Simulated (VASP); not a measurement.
Given:

```
CELL_PARAMETERS angstrom
      0.00000     3.61082     3.61082
      3.61082     0.00000     3.61082
      3.61082     3.61082     0.00000
ATOMIC_POSITIONS crystal
  Ba 0.00000 0.00000 0.00000
  Te 0.50000 0.50000 0.50000
```

Calculation: PW91 GGA, VASP's PBE PAW potentials (set 64) (plane waves; VASP 6.6.1). Run with 520 eV cut-off, 7×7×7 Γ-centred mesh, Gaussian smearing of 0.050 eV, potentials Ba_sv Te.

Question: Estimate the energy per atom (σ→0), pressure.

Answer: 
| Quantity | Value |
|---|---|
| energy per atom (σ→0) | -4.352 eV/atom |
| pressure | -1.47 GPa |

Only differences to runs with the same potentials and settings are physical.

The compound is BaTe in the rock salt structure. This cell is one point of a volume scan, at 1.06 of the reference volume.
